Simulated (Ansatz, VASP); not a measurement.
# WSe2: VASP beside Ansatz, part 2 of 2

Aim: how closely do two programs agree when they are given the same cell, functional and k mesh? The cell is taken from a series of runs on this material, whose earlier steps may have relaxed, scaled, displaced or heated it; both programs get it as it stands.

VASP 6.6.1 and Ansatz 0.2.0.

So far: Starting point; Ansatz: single point, LDA, spin-orbit coupling; VASP: single point, LDA, spin-orbit coupling.

**3. VASP: single point, LDA, spin-orbit coupling (continued)**

Level of this step: LDA, spin-orbit coupling, no spin polarisation; plane waves and PAW (W, Se) (VASP).

Numbers of over 12 decimals in the logs are rounded to 6 here.

Parts of OUTCAR (step 3):

```text
ion  position               nearest neighbor table
   1  0.333  0.667  0.250-   4 2.53   6 2.53   4 2.53   6 2.53   4 2.53   6 2.53
   2  0.667  0.333  0.750-   3 2.53   5 2.53   3 2.53   5 2.53   3 2.53   5 2.53
   3  0.333  0.667  0.621-   2 2.53   2 2.53   2 2.53
   4  0.667  0.333  0.121-   1 2.53   1 2.53   1 2.53
   5  0.333  0.667  0.879-   2 2.53   2 2.53   2 2.53
   6  0.667  0.333  0.379-   1 2.53   1 2.53   1 2.53

  LATTYP: Found a hexagonal cell.
 ALAT       =     3.2900000000
 C/A-ratio  =     3.9422492401

 Subroutine GETGRP returns: Found 24 space group operations
 (whereof 12 operations were pure point group operations)

The static configuration has the point symmetry D_3d.
 The point group associated with its full space group is D_6h.

 Found     14 irreducible k-points:

   k-points           NKPTS =     14   k-points in BZ     NKDIM =     14   number of bands    NBANDS=     48

   dimension x,y,z NGX =    24 NGY =   24 NGZ =   96
   dimension x,y,z NGXF=    48 NGYF=   48 NGZF=  192

   ENCUT  =  520.0 eV  38.22 Ry    6.18 a.u.   6.12  6.12 24.12*2*pi/ulx,y,z

   NELECT =      36.0000    total number of electrons

 k-points in reciprocal lattice and weights: Automatic mesh
   0.00000000  0.00000000  0.00000000       0.014
   0.16666667  0.00000000  0.00000000       0.083
   0.33333333  0.00000000  0.00000000       0.083
   0.50000000  0.00000000  0.00000000       0.042
   0.16666667  0.16666667  0.00000000       0.083
   0.33333333  0.16666667  0.00000000       0.167
   0.33333333  0.33333333  0.00000000       0.028
   0.00000000  0.00000000  0.50000000       0.014
   0.16666667  0.00000000  0.50000000       0.083
[...]
0.33333333  0.16666667  0.50000000       0.167
   0.33333333  0.33333333  0.50000000       0.028

 average (electrostatic) potential at core
       1 -40.9665       2 -40.9665       3 -59.2885       4 -59.2885       5 -59.2885
       6 -59.2885

 E-fermi :   5.7916

 k-point     1 :       0.0000    0.0000    0.0000
  band No.  band energies     occupation
    ...
     32       4.2844      1.00000
     33       4.2991      1.00000
     34       4.2991      1.00000
     35       5.3653      1.00000
     36       5.3653      1.00000
     37       7.7656      0.00000
     38       7.7656      0.00000
     39       7.8219      0.00000
     40       7.8219      0.00000
     41       7.9913      0.00000
    ...

 k-point     2 :       0.1667    0.0000    0.0000
  band No.  band energies     occupation
    ...
     32       4.2248      1.00000
     33       4.3386      1.00000
     34       4.3386      1.00000
     35       4.6764      1.00000
     36       4.6764      1.00000
     37       6.9169      0.00000
     38       6.9169      0.00000
     39       7.3908      0.00000
     40       7.3908      0.00000
     41       7.5515      0.00000
    ...

 k-point     3 :       0.3333    0.0000    0.0000
  band No.  band energies     occupation
    ...
     32       3.7259      1.00000
     33       3.8824      1.00000
     34       3.8824      1.00000
     35       4.0267      1.00000
     36       4.0267      1.00000
     37       6.7682      0.00000
     38       6.7682      0.00000
     39       7.1923      0.00000
     40       7.1923      0.00000
     41       7.3126      0.00000
    ...

  Total       -3.2423922     -3.2423922     -2.8465384      0.0000000      0.0000000     -0.0000000
  in kB      -42.7281146    -42.7281147    -37.5115682      0.0000000      0.0000000     -0.0000000
  external PRESSURE =     -40.9892658 kB  Pullay stress =       0.0000000 kB

  energy-cutoff  :      520.00
  volume of cell :      121.58
      direct lattice vectors                 reciprocal lattice vectors
     3.290000000  0.000000000  0.000000000     0.303951368  0.175486404  0.000000000
    -1.645000000  2.849223580  0.000000000     0.000000000  0.350972808  0.000000000
     0.000000000  0.000000000 12.970000000     0.000000000  0.000000000  0.077101002

 POSITION                                       TOTAL-FORCE (eV/Angst)
 -----------------------------------------------------------------------------------
      0.00000      1.89948      3.24250         0.000000      0.000000      0.000000
      1.64500      0.94974      9.72750         0.000000     -0.000000      0.000000
      0.00000      1.89948      8.05437        -0.000000      0.000000      0.350932
      1.64500      0.94974      1.56937         0.000000     -0.000000      0.350932
      0.00000      1.89948     11.40063        -0.000000      0.000000     -0.350932
      1.64500      0.94974      4.91563         0.000000     -0.000000     -0.350932
 -----------------------------------------------------------------------------------
    total drift:                               -0.000013     -0.000022      0.000000

  FREE ENERGIE OF THE ION-ELECTRON SYSTEM (eV)
  ---------------------------------------------------
  free  energy   TOTEN  =       -49.0170533722 eV

  energy  without entropy=      -49.0170533722  energy(sigma->0) =      -49.01705337

 Spin-Orbit-Coupling matrix elements
 Ion:    1  E_soc:     -0.3335507
 Ion:    2  E_soc:     -0.3335507
 Ion:    3  E_soc:     -0.0458346
 Ion:    4  E_soc:     -0.0458346
 Ion:    5  E_soc:     -0.0458346
 Ion:    6  E_soc:     -0.0458346

 total charge
# of ion       s       p       d       tot
------------------------------------------
    1        0.535   0.619   4.202   5.356
    2        0.535   0.619   4.202   5.356
    3        1.480   2.345   0.070   3.895
    4        1.480   2.345   0.070   3.895
    5        1.480   2.345   0.070   3.895
    6        1.480   2.345   0.070   3.895
--------------------------------------------------
tot          6.988  10.620   8.683  26.291

 magnetization (x)
# of ion       s       p       d       tot
------------------------------------------
    1       -0.000   0.000   0.000   0.000
    2       -0.000   0.000   0.000   0.000
    3       -0.000  -0.000  -0.000  -0.000
    4        0.000   0.000   0.000   0.000
    5        0.000  -0.000   0.000  -0.000
    6        0.000  -0.000  -0.000  -0.000
--------------------------------------------------
tot         -0.000  -0.000  -0.000  -0.000

 magnetization (y)
# of ion       s       p       d       tot
------------------------------------------
    1        0.000  -0.000   0.000   0.000
    2       -0.000  -0.000  -0.000  -0.000
    3       -0.000   0.000  -0.000  -0.000
    4       -0.000   0.000   0.000  -0.000
    5        0.000   0.000   0.000   0.000
    6        0.000   0.000  -0.000  -0.000
--------------------------------------------------
tot         -0.000  -0.000  -0.000  -0.000

 magnetization (z)
# of ion       s       p       d       tot
------------------------------------------
    1        0.000   0.000   0.000   0.000
    2        0.000   0.000   0.000   0.000
    3        0.000   0.000   0.000   0.000
    4        0.000   0.000   0.000   0.000
    5        0.000   0.000   0.000   0.000
    6        0.000   0.000   0.000   0.000
--------------------------------------------------
tot          0.000   0.000   0.000   0.000

[... 3 further parts left out ...]
```

This run has no spin polarisation, so a moment on W, if there is one, isn't seen. The data set W keeps the semicore shell frozen, which is cheaper and a little less accurate.

**4. Differences**

Known differences besides the potentials themselves: spin-orbit coupling enters by fully relativistic files in Ansatz and inside the spheres in VASP; the data sets hold 92 valence electrons in Ansatz (on its PAW fully relativistic soft_1 files) and 36 in VASP; the cutoff is 420 eV in Ansatz and 520 eV in VASP; VASP's log shows a relativistic correction to its local exchange, Ansatz's none. Total energies have different zeros and are not compared.

Compared:

| quantity | Ansatz | VASP | difference |
| --- | --- | --- | --- |
| gap on the k mesh (eV) | 0.852 | 0.853 | -0.001 |

A gap on the mesh is an upper bound, since the band edges may lie between its points.

**5. Results**

```json
{
  "difference in gap on the k mesh (single point, LDA, spin-orbit coupling)": "-5.6e-4 eV"
}
```

What this shows: The difference in gap on the k mesh is -5.6e-4 eV (single point, LDA, spin-orbit coupling), within the 0.08 eV picked in this series as the mark of a large difference. The data sets hold unlike numbers of valence electrons (92 in Ansatz and 36 in VASP), so part of the differences comes from the potentials. How closely two codes agree says nothing of how well the functional describes the real material.

[Lines on the potential files, build, host, timing and source positions are cut from VASP's logs without a mark.]

[Logs are printed without paths, hosts, clocks, repeated set-up lines and the standing remarks that a program may print on its own settings, such as how far it seeks lower states.]

[Hosts, paths, dates, database ids (printed as entryN), source tags and the programs' standing remarks are cut or masked in the printed files.]
